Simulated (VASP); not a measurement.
Consider the following.

```xyz
2
Lattice="2.8316 0.0000 0.0000 0.0000 2.8316 0.0000 0.0000 0.0000 2.8316" Properties=species:S:1:pos:R:3 pbc="T T T"
Mn     0.0000     0.0000     0.0000
V      1.4158     1.4158     1.4158
```

Method: PBEsol GGA, VASP's PBE PAW potentials (set 64) (plane waves; VASP). Run with 400 eV cut-off, Gaussian smearing of 0.050 eV, potentials Mn_pv V_sv.

Question: Estimate the band gap (along the path) with the smallest direct gap where there is one.

Answer: 
| Quantity | Result |
|---|---|
| band gap (along the path) | none (metal, semimetal or under 0.01 eV) |

The absolute energy has meaning only against runs of the same code, potentials and settings.

The structure comes from a measured MnV entry (Pm-3m) of the Crystallography Open Database, whose conditions weren't checked. It was relaxed first, which changed the volume by -7 %. The run is not spin-polarised, so no magnetic state was tried.
